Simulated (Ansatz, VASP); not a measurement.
# SnSe2: VASP beside Ansatz, part 2 of 2

Wanted: the spread between two codes on one cell, functional and k mesh. The cell is taken from a series of runs on this material, whose earlier steps may have relaxed, scaled, displaced or heated it; both programs get it as it stands.

VASP 6.6.1 and Ansatz 0.2.0.

So far: Starting point; VASP: zone-centre phonons, PBE with D3(BJ).

## (3) Ansatz: zone-centre phonons, PBE with D3(BJ)

Level of this step: Ansatz beside VASP: Kohn-Sham DFT, plane waves, PBE with D3(BJ) (Ansatz).

Ansatz runs on its PAW soft_1 files.

The same cell, functional and mesh now go to Ansatz, which takes its cutoff from its data sets.

File input.yaml:

```yaml
crystal:
  lattice:
    - [3.8336160515, 0.0, 0.0]
    - [-1.9168080257, 3.3200088889, 0.0]
    - [0.0, 0.0, 42.35996928]
  atoms:
    - { symbol: Sn, position: [0.0, 0.0, 0.2276599951] }
    - { symbol: Se, position: [0.3333333333, 0.6666666667, 0.2653658773] }
    - { symbol: Se, position: [0.6666666667, 0.3333333333, 0.1899802079] }
    - { symbol: Sn, position: [0.0, 0.0, 0.3691298617] }
    - { symbol: Se, position: [0.3333333333, 0.6666666667, 0.4068096489] }
    - { symbol: Se, position: [0.6666666667, 0.3333333333, 0.3314239795] }
  periodic: [true, true, false]
kpoints:
  mp_grid: { grid: [9, 9, 1] }
hamiltonian:
  xc: pbe
  dispersion: d3bj
  pseudopotentials: { kind: paw, azcp: { folder: soft_1 } }
scf:
  occupations: { method: fixed }
output:
  eigenvalues: true
phonons:
  method: dfpt
```

On the command line:

```console
> ansatz run input.yaml --threads 8 --pin off --max-ram 20480MiB --backend cpu --events-out ev --progress --plain --runs-dir out
```

Numbers of over 12 decimals in the logs are rounded to 6 here.

Output:

```text
Warning: crystal.symmetry: narrowed to the stabiliser of the run's FFT grids — unitary ops 12 → 6. A phonons.method: dfpt run fills in the rows of the dynamical matrix that it does not solve by its symmetry operations, which is exact only for operations that map its FFT grids onto themselves: filled in by any other, the frequencies could depend on the order in which like atoms are typed, or, by more than the grids' own error, on where the crystal sits among the grids' points. Excluded: 6 operations. The run can therefore solve more perturbations, solve them on more k-points, or both, and cost more. [rest of the remark cut]
Engine: ansatz 0.2.0, aarch64-unknown-linux-gnu
Pseudopotentials: kind: paw
Pseudopotential: Sn, paw, valence charge 14, recommended cutoff 420 eV (normal), soft_1/Sn.paw.azcp
Pseudopotential: Se, paw, valence charge 16, recommended cutoff 420 eV (normal), soft_1/Se.paw.azcp
Functional definition: PBE
  parameter kappa = 0.804
  parameter beta = 0.066725
  exchange = pbe_x(kappa = kappa, mu = beta*pi^2/3)
  correlation = pbe_c(beta = beta)
Crystal: 6 atoms, lattice volume = 539.142 Å³
Basis set: ecut = 420 eV, 10509 PW (Γ), exchange–correlation on 54×54×576 points (8 copies of the dense FFT grid, shifted against one another)
Bands: 56, of which v1, the nominal top of the filled ones, is band 46 counted from 1 (45 counted from 0)
Symmetry: 12 space group operations
k-points: 25 of 81 (irreducible under 2 space group operations, time reversal used)
Non-local potential: Sn, projectors of the file, l = 0: 2, l = 1: 2, l = 2: 2, l = 3: 1
Non-local potential: Se, projectors of the file, l = 0: 2, l = 1: 2, l = 2: 3, l = 3: 1
PAW form: soft (Blöchl's): semilocal exchange-correlation on the pseudo side does not see the compensation charge
PAW one-centre angular grid: Sn, 590 points (default); XC on 64 Gauss nodes
PAW one-centre angular grid: Se, 590 points (default); XC on 64 Gauss nodes
Initial density: superposition of atomic densities (neutral atoms: chi_scale 0, normalization atom)
Initial wavefunctions: pseudopotential atomic-orbital guess
Functional: x = pbe(κ = 0.804, μ = 0.219515), c = pbe(β = 0.066725)
iter 1 solved again at ethr=2.18e-3 eV; its pass at ethr=3.10e-3 eV (dr2=2.01e0 eV) is discarded
SCF iter   1: F=—  HF=-33929.268148 eV  |F-HF|=—  |Δ(HF+E_count)|=         —  Δρ=1.58e-2  dr2=2.01e0  ethr=2.18e-3  ⟨swp⟩=2.0  Hψ=6751  notcnv=0  defer=198
preconditioner: auto → Resta (q_TF=auto, 2.032 Å⁻¹)  ε∞=1.5  [insulator: Δε(μ)=1.017 eV  Ē_g=15.844 eV  n_scr=80 (ndim 8)  ℏωp=11.5 eV  f_vac=0.699  ε∞_Penn≈1.5  vacuum switching on, ρ_ref=1.8e-2 e/Å³]
SCF iter   2: F=—  HF=-33928.776397 eV  |F-HF|=—  |Δ(HF+E_count)|=   4.92e-1  Δρ=6.94e-3  dr2=2.77e-1  ethr=2.18e-3  ⟨swp⟩=3.6  Hψ=2227  notcnv=0  defer=200
SCF iter   3: F=—  HF=-33928.745022 eV  |F-HF|=—  |Δ(HF+E_count)|=   3.14e-2  Δρ=3.63e-3  dr2=6.92e-2  ethr=3.01e-4  ⟨swp⟩=3.5  Hψ=2446  notcnv=0  defer=200
SCF iter   4: F=—  HF=-33928.751017 eV  |F-HF|=—  |Δ(HF+E_count)|=   5.99e-3  Δρ=1.45e-3  dr2=9.44e-2  ethr=7.53e-5  ⟨swp⟩=3.5  Hψ=1985  notcnv=0  defer=200
SCF iter   5: F=—  HF=-33928.744747 eV  |F-HF|=—  |Δ(HF+E_count)|=   6.27e-3  Δρ=8.76e-4  dr2=2.72e-2  ethr=7.53e-5  ⟨swp⟩=3.4  Hψ=1715  notcnv=0  defer=200
SCF iter   6: F=—  HF=-33928.742588 eV  |F-HF|=—  |Δ(HF+E_count)|=   2.16e-3  Δρ=3.09e-4  dr2=2.18e-3  ethr=2.95e-5  ⟨swp⟩=2.3  Hψ=1781  notcnv=0  defer=200
SCF iter   7: F=—  HF=-33928.742458 eV  |F-HF|=—  |Δ(HF+E_count)|=   1.30e-4  Δρ=7.15e-5  dr2=1.02e-4  ethr=2.37e-6  ⟨swp⟩=2.2  Hψ=2031  notcnv=0  defer=200
SCF iter   8: F=—  HF=-33928.742474 eV  |F-HF|=—  |Δ(HF+E_count)|=   1.60e-5  Δρ=2.09e-5  dr2=2.12e-6  ethr=1.11e-7  ⟨swp⟩=3.5  Hψ=2314  notcnv=0  defer=200
SCF iter   9: F=—  HF=-33928.742558 eV  |F-HF|=—  |Δ(HF+E_count)|=   8.45e-5  Δρ=9.91e-6  dr2=8.64e-7  ethr=2.30e-9  ⟨swp⟩=3.3  Hψ=2944  notcnv=0  defer=200
SCF iter  10: F=—  HF=-33928.742558 eV  |F-HF|=—  |Δ(HF+E_count)|=   2.16e-7  Δρ=2.70e-6  dr2=6.12e-8  ethr=9.40e-10  ⟨swp⟩=2.2  Hψ=1999  notcnv=0  defer=200
SCF iter  11: F=—  HF=-33928.742558 eV  |F-HF|=—  |Δ(HF+E_count)|=   1.63e-8  Δρ=4.04e-7  dr2=1.40e-9  ethr=6.66e-11  ⟨swp⟩=3.0  Hψ=2755  notcnv=0  defer=200
SCF iter  12: F=—  HF=-33928.742558 eV  |F-HF|=—  |Δ(HF+E_count)|=  2.47e-10  Δρ=1.40e-7  dr2=1.32e-10  ethr=1.53e-12  ⟨swp⟩=3.2  Hψ=2935  notcnv=0  defer=200
SCF iter  13: F=-33928.742558 eV  HF=-33928.742558 eV  |F-HF|=0.00e0  |Δ(HF+E_count)|=  7.28e-11  Δρ=3.67e-8  dr2=2.72e-11  ethr=1.00e-12  ⟨swp⟩=28.8  Hψ=12987  notcnv=0
SCF 1 converged in 13 iterations: F = -33928.742558 eV  dr2 = 2.72e-11
  greatest PAW one-centre occupation: 1.000 electrons in one spin orbital (limit 2), on the Se atom at site 5 (counted from 0), in its partial waves of l = 2
DFPT response loops at Γ: preconditioner auto → none (the input reference at scf.mixing.eps_inf says where Resta's filter doesn't serve); β = 0.50; Broyden in place of MSR1
SCF converged after 13 iterations
Free energy (F): -33928.742558 eV
Harris-Foulkes:  -33928.742558 eV  (|F-HF|=0.00e0)
Internal energy: -33928.742558 eV  (E = F + TS)
E sigma→0 (E₀):  -33928.742558 eV
Fermi energy:    -5.941290 eV
--- Per-component energies (eV) ---
  E_band       = -3001.180470
  E_kinetic    = 778.902924
  E_local      = -420696.339932  (includes V_loc(G=0)·N_el)
  E_nonlocal   = -1127.187924
  E_hartree    = 209984.866622
  E_xc         = -590.553924
  E_vxc        = -520.196972  (∫ρ·V_xc dr)
  E_paw        = -17263.439721  (= ΣΔE_a)
  E_vpaw       = -1406.093064  (= ΣTr[D̂ρ^β])
  E_aug_tail   = -0.000931  (compensation charges beyond the density's cutoff)
  E_ewald      = 194986.849370
  E_disp       = -1.839041  (pairwise vdW)
  E_smearing   = -0.000000  (= −TS)
  E_closure    = -0.000000  (closes the sum)
  Σ components = -33928.742558   (vs F -33928.742558, Δ=0.00e0)
--- Band table (eV; the first three rows and the last of 25) ---
  k-point 0: bands = [... 42 lower, -6.1538, -6.1538, -6.0346, -6.0346, -4.6701, -3.7846, -2.9042, -2.7935, ... 6 higher]
  k-point 1: bands = [... 42 lower, -6.6717, -6.2437, -6.1016, -5.9413, -3.9609, -3.6512, -2.3203, -2.1641, ... 6 higher]
  k-point 2: bands = [... 42 lower, -7.1845, -6.2459, -6.2087, -5.9746, -4.2380, -3.7859, -2.0801, -1.6448, ... 6 higher]
  k-point 24: bands = [... 42 lower, -7.5356, -7.0904, -6.4117, -6.3118, -4.1855, -3.8877, -1.4203, -1.1489, ... 6 higher]
  ° read free of the cell's end (the report's vacuum.weakly_bound_levels)
--- Phonons (Γ-DFPT): 12 representative perturbations + reference, on 25 of 81 k-points (Σ response iterations 49) ---
  ASR residual: 8.264e-5 → 0.000e0 eV/Å²; symmetrization residual: 2.127e-5 eV/Å²
  The last average, over the group as it would stand without the narrowing to the FFT grids, took up to 2.174e-5 eV/Å² of the zone centre's force constants
  pairwise dispersion correction: d3bj (s6 = 1.0, s8 = 0.7875, a1 = 0.4289, a2_bohr = 4.4407), with the weights of each atom's references fixed at the reference crystal's, and the forces and stress that the weights' published response gives there kept as a pressure on the atom's counted neighbours (hamiltonian.dispersion)
  ASR residual per site (eV/Å²): 5.64e-5 3.87e-5 3.09e-5 8.26e-5 3.00e-5 2.50e-5
  Γ frequencies (cm⁻¹): 0.00 0.00 0.00 18.39 18.39 27.56 107.21 107.21 115.68 115.68 142.58 142.58 148.57 148.57 180.10 180.96 251.13 251.61
  non-analytic LO–TO correction: not included (Born effective charges unavailable; polar crystals: no LO–TO splitting at Γ)
```

In the SCF lines HF is the Harris–Foulkes energy and dr2 the Hartree energy of the density residual, in eV; the loop may stop once dr2 is under the threshold and the program's other checks hold. Hψ counts applications of the Hamiltonian.

## (4) Comparison

Known differences besides the potentials themselves: fixed occupations in Ansatz, narrow Gaussian smearing in VASP; Ansatz cuts the interaction across the vacuum, VASP repeats the sheet without a dipole correction; the data sets hold 92 valence electrons in Ansatz (on its PAW soft_1 files) and 52 in VASP; the cutoff is 420 eV in Ansatz and 500 eV in VASP; Ansatz takes the dispersion share of the force constants at frozen C6 weights, VASP differentiates the full forces; VASP uses finite displacements, Ansatz perturbation theory. Total energies have different zeros and are not compared.

Both answers:

```tsv
quantity	Ansatz	VASP	difference
optical mode 1 to 2 (cm⁻¹)	18.4	20.6	-2.2
optical mode 3 (cm⁻¹)	27.6	27.9	-0.3
optical mode 4 to 5 (cm⁻¹)	107.2	107.4	-0.16 %
optical mode 6 to 7 (cm⁻¹)	115.7	115.9	-0.20 %
optical mode 8 to 9 (cm⁻¹)	142.6	143.2	-0.45 %
optical mode 10 to 11 (cm⁻¹)	148.6	149.1	-0.36 %
optical mode 12 (cm⁻¹)	180.1	180.4	-0.15 %
optical mode 13 (cm⁻¹)	181.0	181.2	-0.16 %
optical mode 14 (cm⁻¹)	251.1	252.2	-0.41 %
optical mode 15 (cm⁻¹)	251.6	252.2	-0.23 %
```

Modes are paired by rising frequency, not by their patterns, so a pair may set unlike modes beside each other; they are those without the splitting of longitudinal modes. Where the cell holds vacuum, a pressure given here is an average over it and none of the material.

## (5) Summary of results

| Item | Value |
| --- | --- |
| r.m.s. difference of the optical zone-centre modes, each program's sorted by frequency (zone-centre phonons, PBE with D3(BJ)) | 0.92 cm⁻¹ |

What this shows: The r.m.s. difference of the optical zone-centre modes, each program's sorted by frequency is 0.92 cm⁻¹ (zone-centre phonons, PBE with D3(BJ)). The data sets hold unlike numbers of valence electrons (92 in Ansatz and 52 in VASP), so part of the differences may come from the potentials. How closely two codes agree says nothing of how well the functional describes the real material.

[Lines on the potential files, build, host, timing and source positions are cut from VASP's logs without a mark.]

[Logs are printed without paths, hosts, clocks, repeated set-up lines and the standing remarks that a program may print on its own settings, such as how far it seeks lower states.]

[Hosts, paths, dates, database ids (printed as entryN), source tags and the programs' standing remarks are cut or masked in the printed files.]
